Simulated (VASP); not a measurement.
Input:

```xyz
2
Lattice="0.0000 2.3483 2.3483 2.3483 0.0000 2.3483 2.3483 2.3483 0.0000" Properties=species:S:1:pos:R:3 pbc="T T T"
Zr     0.0000     0.0000     0.0000
C      2.3483     2.3483     2.3483
```

Calculation: rev-vdW-DF2, VASP's PBE PAW potentials (set 64) (plane waves; VASP 6.6.1). Run with 520 eV cut-off, 15×15×15 Γ-centred mesh, tetrahedra with Blöchl corrections, potentials Zr_sv C.

Q: Estimate the energy per atom (σ→0), band gap (on the k-mesh) with the smallest direct gap where there is one.

A: 
```yaml
band gap (on the k-mesh): none (metal, semimetal or under 0.01 eV)
energy per atom (σ→0): -794.0 kJ/mol of atoms
```

Only differences to runs with the same potentials and settings are physical.

The compound is ZrC in the rock salt structure. It was relaxed first.
